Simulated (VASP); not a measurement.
Computed with PBEsol GGA, VASP's PBE PAW potentials (set 64) (plane waves; VASP).

The input files of a VASP run:

INCAR:
```
ALGO = Normal
EDIFF = 1E-7
ENCUT = 520
GGA = PS
ISIF = 2
ISMEAR = 1
LASPH = .TRUE.
LCHARG = .FALSE.
LMAXMIX = 4
LREAL = .FALSE.
LWAVE = .FALSE.
NELM = 100
PREC = Accurate
SIGMA = 0.1
SYSTEM = Al3Sc
```

KPOINTS:
```
Automatic mesh
0
Gamma
8 8 8
0 0 0
```

POSCAR:
```
Al3Sc
1
    4.1526184129     0.0000000000     0.0000000000
    0.0000000000     4.1526184129     0.0000000000
    0.0000000000     0.0000000000     4.1526184129
Sc Al
1 3
Direct
  0.0000000000   0.0000000000   0.0000000000
  0.0000000000   0.5000000000   0.5000000000
  0.5000000000   0.0000000000   0.5000000000
  0.5000000000   0.5000000000   0.0000000000
```

POTCAR, in this order: Sc_sv Al (PBE.64 set). Program: vasp_std.

Output

File OUTCAR:
```
 ion  position               nearest neighbor table
   1  0.000  0.000  0.000-   2 2.94   3 2.94   4 2.94   2 2.94   3 2.94   2 2.94   4 2.94   2 2.94
                             3 2.94   4 2.94   3 2.94   4 2.94
   2  0.000  0.500  0.500-   1 2.94   3 2.94   4 2.94   1 2.94   4 2.94   1 2.94   3 2.94   1 2.94
                             3 2.94   4 2.94   4 2.94   3 2.94
   3  0.500  0.000  0.500-   1 2.94   2 2.94   4 2.94   1 2.94   4 2.94   2 2.94   4 2.94   4 2.94
                             1 2.94   2 2.94   1 2.94   2 2.94
   4  0.500  0.500  0.000-   1 2.94   2 2.94   3 2.94   2 2.94   3 2.94   1 2.94   3 2.94   3 2.94
                             1 2.94   2 2.94   2 2.94   1 2.94
  LATTYP: Found a simple cubic cell.
 ALAT       =     4.1526184129
 Subroutine PRICEL returns:
 Original cell was already a primitive cell.
 Subroutine GETGRP returns: Found 48 space group operations
The static configuration has the point symmetry O_h .
The dynamic configuration has the point symmetry O_h .
 Subroutine INISYM returns: Found 48 space group operations
 Subroutine IBZKPT returns following result:
 Found     35 irreducible k-points:

 Following reciprocal coordinates:
            Coordinates               Weight
  0.000000  0.000000  0.000000      1.000000
  0.125000  0.000000  0.000000      6.000000
  0.250000  0.000000  0.000000      6.000000
  0.375000  0.000000  0.000000      6.000000
  0.500000  0.000000  0.000000      3.000000
  0.125000  0.125000  0.000000     12.000000
  0.250000  0.125000  0.000000     24.000000
  0.375000  0.125000  0.000000     24.000000
  0.500000  0.125000  0.000000     12.000000
  0.250000  0.250000  0.000000     12.000000
  0.375000  0.250000  0.000000     24.000000
  0.500000  0.250000  0.000000     12.000000
  0.375000  0.375000  0.000000     12.000000
  0.500000  0.375000  0.000000     12.000000
  0.500000  0.500000  0.000000      3.000000
  0.125000  0.125000  0.125000      8.000000
  0.250000  0.125000  0.125000     24.000000
  0.375000  0.125000  0.125000     24.000000
  0.500000  0.125000  0.125000     12.000000
  0.250000  0.250000  0.125000     24.000000
  0.375000  0.250000  0.125000     48.000000
  0.500000  0.250000  0.125000     24.000000
  0.375000  0.375000  0.125000     24.000000
  0.500000  0.375000  0.125000     24.000000
  0.500000  0.500000  0.125000      6.000000
  0.250000  0.250000  0.250000      8.000000
  0.375000  0.250000  0.250000     24.000000
  0.500000  0.250000  0.250000     12.000000
  0.375000  0.375000  0.250000     24.000000
  0.500000  0.375000  0.250000     24.000000
  0.500000  0.500000  0.250000      6.000000
  0.375000  0.375000  0.375000      8.000000
  0.500000  0.375000  0.375000     12.000000
  0.500000  0.500000  0.375000      6.000000
  0.500000  0.500000  0.500000      1.000000
   k-points           NKPTS =     35   k-points in BZ     NKDIM =     35   number of bands    NBANDS=     14
   number of dos      NEDOS =    301   number of ions     NIONS =      4
   total plane-waves  NPLWV =  32768
   dimension x,y,z NGX =    32 NGY =   32 NGZ =   32
   dimension x,y,z NGXF=    64 NGYF=   64 NGZF=   64
   ions per type =               1   3
   PREC   = accura    normal or accurate (medium, high low for compatibility)
   ISTART =      0    job   : 0-new  1-cont  2-samecut
   ICHARG =      2    charge: 1-file 2-atom 10-const
   ISPIN  =      1    spin polarized calculation?
   LNONCOLLINEAR =      F non collinear calculations
   LSORBIT =      F    spin-orbit coupling
   INIWAV =      1    electr: 0-lowe 1-rand  2-diag
   ENCUT  =  520.0 eV  38.22 Ry    6.18 a.u.   7.72  7.72  7.72*2*pi/ulx,y,z
   NELM   =    100;   NELMIN=  2; NELMDL= -5     # of ELM steps
   EDIFF  = 0.1E-06   stopping-criterion for ELM
   LREAL  =      F    real-space projection
   NLSPLINE    = F    spline interpolate recip. space projectors
...
```

### OSZICAR
```
       N       E                     dE             d eps       ncg     rms          rms(c)
DAV:   1     0.115338687538E+03    0.11534E+03   -0.84312E+03   980   0.129E+03
DAV:   2    -0.136859467551E+02   -0.12902E+03   -0.12720E+03   992   0.370E+02
DAV:   3    -0.216722356594E+02   -0.79863E+01   -0.77241E+01  1564   0.730E+01
DAV:   4    -0.218124720359E+02   -0.14024E+00   -0.13978E+00  1390   0.969E+00
DAV:   5    -0.218164650380E+02   -0.39930E-02   -0.39872E-02  1462   0.175E+00    0.857E+00
DAV:   6    -0.207923333442E+02    0.10241E+01   -0.52011E+00  1630   0.262E+01    0.296E+00
DAV:   7    -0.207322082815E+02    0.60125E-01   -0.11478E-01  1232   0.292E+00    0.171E+00
DAV:   8    -0.207027118815E+02    0.29496E-01   -0.47784E-02  1462   0.187E+00    0.240E-01
DAV:   9    -0.207023233343E+02    0.38855E-03   -0.32836E-03  1274   0.563E-01    0.949E-02
DAV:  10    -0.207022676618E+02    0.55672E-04   -0.20678E-04  1510   0.142E-01    0.690E-02
DAV:  11    -0.207022678076E+02   -0.14576E-06   -0.37728E-05  1570   0.475E-02    0.437E-02
DAV:  12    -0.207022574312E+02    0.10376E-04   -0.48254E-05  1602   0.822E-02    0.399E-03
DAV:  13    -0.207022574490E+02   -0.17880E-07   -0.22903E-06  1488   0.175E-02    0.290E-03
DAV:  14    -0.207022574704E+02   -0.21368E-07   -0.74508E-07  1302   0.945E-03
   1 F= -.20702257E+02 E0= -.20701439E+02  d E =-.245400E-02
```

### OUTCAR
```
------------------------ aborting loop because EDIFF is reached ----------------------------------------
  FORCE on cell =-STRESS in cart. coord.  units (eV):
  Direction    XX          YY          ZZ          XY          YZ          ZX
  --------------------------------------------------------------------------------------
  Total       -2.0777804     -2.0777804     -2.0777804      0.0000000      0.0000000     -0.0000000
  in kB      -46.4883524    -46.4883524    -46.4883524      0.0000000      0.0000000     -0.0000000
  external PRESSURE =     -46.4883524 kB  Pullay stress =       0.0000000 kB
  volume of cell :       71.61
      direct lattice vectors                 reciprocal lattice vectors
     4.152618413  0.000000000  0.000000000     0.240811917  0.000000000  0.000000000
     0.000000000  4.152618413  0.000000000     0.000000000  0.240811917  0.000000000
     0.000000000  0.000000000  4.152618413     0.000000000  0.000000000  0.240811917
 POSITION                                       TOTAL-FORCE (eV/Angst)
 -----------------------------------------------------------------------------------
      0.00000      0.00000      0.00000         0.000000      0.000000      0.000000
      0.00000      2.07631      2.07631         0.000000      0.000000      0.000000
      2.07631      0.00000      2.07631         0.000000      0.000000      0.000000
      2.07631      2.07631      0.00000         0.000000      0.000000      0.000000
 -----------------------------------------------------------------------------------
    total drift:                                0.000000      0.000000      0.000000
  FREE ENERGIE OF THE ION-ELECTRON SYSTEM (eV)
  ---------------------------------------------------
  free  energy   TOTEN  =       -20.7022574704 eV

  energy  without entropy=      -20.6998034724  energy(sigma->0) =      -20.70143947
```
(Selected blocks of OUTCAR.)

### OUTCAR
```
 val. band max:        6.8030996407   @ k =   0.2500   0.1250   0.1250

 cond. band min:       6.8116724668   @ k =   0.5000   0.2500   0.2500


 Fermi energy:         6.8035140791

 k-point     1 :       0.0000    0.0000    0.0000
  band No.  band energies     occupation
      1     -42.1213      2.00000
      2     -20.9017      2.00000
      3     -20.9017      2.00000
      4     -20.9017      2.00000
      5      -2.9920      2.00000
      6       4.2136      2.00000
      7       4.2136      2.00000
      8       5.0096      2.00000
      9       5.0096      2.00000
     10       5.0096      2.00000
     11       8.0073     -0.00000
     12       8.0573     -0.00000
     13       8.0573     -0.00000
     14       8.0573     -0.00000

 k-point     2 :       0.1250    0.0000    0.0000
  band No.  band energies     occupation
      1     -42.1212      2.00000
      2     -20.9055      2.00000
      3     -20.9013      2.00000
      4     -20.9013      2.00000
      5      -2.8532      2.00000
      6       3.1759      2.00000
      7       4.3260      2.00000
      8       5.0315      2.00000
      9       5.0315      2.00000
     10       5.6911      2.00000
     11       7.9747     -0.00000
     12       7.9747     -0.00000
     13       8.0985     -0.00000
     14       8.5623     -0.00000

 k-point     3 :       0.2500    0.0000    0.0000
  band No.  band energies     occupation
      1     -42.1208      2.00000
      2     -20.9149      2.00000
      3     -20.9006      2.00000
      4     -20.9006      2.00000
      5      -2.4435      2.00000
      6       1.7586      2.00000
      7       4.6485      2.00000
      8       5.0818      2.00000
      9       5.0818      2.00000
     10       6.4712      2.00003
     11       7.8275     -0.00000
     12       7.8275     -0.00000
     13       8.2026     -0.00000
     14       8.9778      0.00000

 k-point     4 :       0.3750    0.0000    0.0000
  band No.  band energies     occupation
...
```

The compound is Al3Sc in the L1_2 structure. This cell is one point of a volume scan, at 1.06 of the reference volume.
